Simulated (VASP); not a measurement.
Given:

```
CELL_PARAMETERS angstrom
      0.00000     2.71567     2.71567
      2.71567     0.00000     2.71567
      2.71567     2.71567     0.00000
ATOMIC_POSITIONS crystal
  Ca 0.00000 0.00000 0.00000
  Se 0.50000 0.50000 0.50000
```

Computed with PBEsol GGA, VASP's PBE PAW potentials (set 64) (plane waves; VASP). Run with 500 eV cut-off, 8×8×8 Γ-centred mesh, Gaussian smearing of 0.050 eV, potentials Ca_sv Se.

What does the run give for the energy per atom (σ→0), pressure, band gap (on the k-mesh) with the smallest direct gap where there is one?

```
Item                                         Result
-----------------------------------  --------------
band gap (on the k-mesh)                    1.05 eV
smallest direct gap (on the k-mesh)         2.24 eV
energy per atom (σ→0)                -4.764 eV/atom
pressure                                  19.97 GPa
```

The compound is CaSe in the rock salt structure. It was relaxed first under an external pressure of 20 GPa.
